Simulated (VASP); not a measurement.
A convergence study with VASP on Al (fcc): one setting is varied, all else stays as given below, so the limit is that of these other settings.

```
Al
1.0
    0.00000     2.02500     2.02500
    2.02500     0.00000     2.02500
    2.02500     2.02500     0.00000
Al
1
Direct
  0.00000   0.00000   0.00000
```

Method: PBEsol GGA, VASP's PBE PAW potentials (set 64) (plane waves; VASP 6.6.1). The tightest run used: 550 eV cut-off, 21×21×21 Monkhorst-Pack mesh, first-order Methfessel-Paxton smearing of 0.10 eV, potentials Al.

```tsv
setting	E (eV/atom)	pressure (GPa)	irreducible k-points
1×1×1 mesh	-0.5087	-1.60	1
2×2×2 mesh	-3.8736	0.26	2
3×3×3 mesh	-3.5041	-2.72	4
4×4×4 mesh	-4.0341	-1.70	10
5×5×5 mesh	-4.0282	-0.08	10
6×6×6 mesh	-4.0811	-2.01	28
7×7×7 mesh	-4.1336	-2.56	20
```

Q: These are the cheaper rows. Estimate the results at 21×21×21 mesh, and how far the last row shown lies from them.

A: 
```
quantity        tightest run  last row shown is off by
--------------  ------------  ------------------------
E (eV/atom)          -4.0916                   -0.0420
pressure (GPa)         -1.88                     -0.68
```

Left out are rungs that failed or repeat a setting and relaxations that didn't move; long series are thinned to 24 rows.

The compound is Al in the fcc structure. The cell was not relaxed at this level.
